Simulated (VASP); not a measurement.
Level of theory: RPBE GGA, VASP's PBE PAW potentials (set 64) (plane waves; VASP).

Input for VASP

INCAR:
```
! general
SYSTEM  = BAs
PREC    = Accurate
ENCUT   = 520   ! plane-wave cut-off (eV)
LREAL   = .FALSE.   ! projection in real space or not
LASPH   = .TRUE.

! electronic loop
EDIFF   = 1E-7
NELM    = 100   ! most electronic steps
ALGO    = Normal
LMAXMIX = 4   ! l cut-off of mixed one-centre charges

! smearing
ISMEAR  = 0
SIGMA   = 0.05   ! width (eV)

! functional
GGA     = RP   ! RPBE

! ions
ISIF    = 2

! output
LWAVE   = .FALSE.
LCHARG  = .FALSE.
```

**KPOINTS**
```
Automatic mesh
0
Gamma
9 9 9
0 0 0
```

File POSCAR:
```
BAs
1
    0.0000000000     2.3991125798     2.3991125798
    2.3991125798     0.0000000000     2.3991125798
    2.3991125798     2.3991125798     0.0000000000
B As
1 1
Direct
  0.0000000000   0.0000000000   0.0000000000
  0.2500000000   0.2500000000   0.2500000000
```

POTCAR, in this order: B As (PBE.64 set). Program: vasp_std.

Q: Predict the energy per atom (σ→0), pressure.

A: 
The energy per atom (σ→0) is -5.369 eV/atom. The pressure is 4.06 GPa.

OSZICAR:
```
...
DAV:   7    -0.107396327751E+02    0.46046E-01   -0.20521E-01   808   0.272E+00    0.973E-01
DAV:   8    -0.107370915684E+02    0.25412E-02   -0.19657E-02   600   0.107E+00    0.115E-01
DAV:   9    -0.107377229267E+02   -0.63136E-03   -0.81354E-04   760   0.225E-01    0.628E-02
DAV:  10    -0.107380793561E+02   -0.35643E-03   -0.63651E-04   688   0.194E-01    0.188E-02
DAV:  11    -0.107380897032E+02   -0.10347E-04   -0.35743E-05   864   0.447E-02    0.132E-02
DAV:  12    -0.107380903967E+02   -0.69344E-06   -0.48174E-06   568   0.189E-02    0.312E-03
DAV:  13    -0.107380904262E+02   -0.29576E-07   -0.82120E-08   808   0.231E-03
   1 F= -.10738090E+02 E0= -.10738090E+02  d E =-.230651E-14
```

The compound is BAs in the zinc blende structure. This cell is one point of a volume scan, at 0.97 of the reference volume.
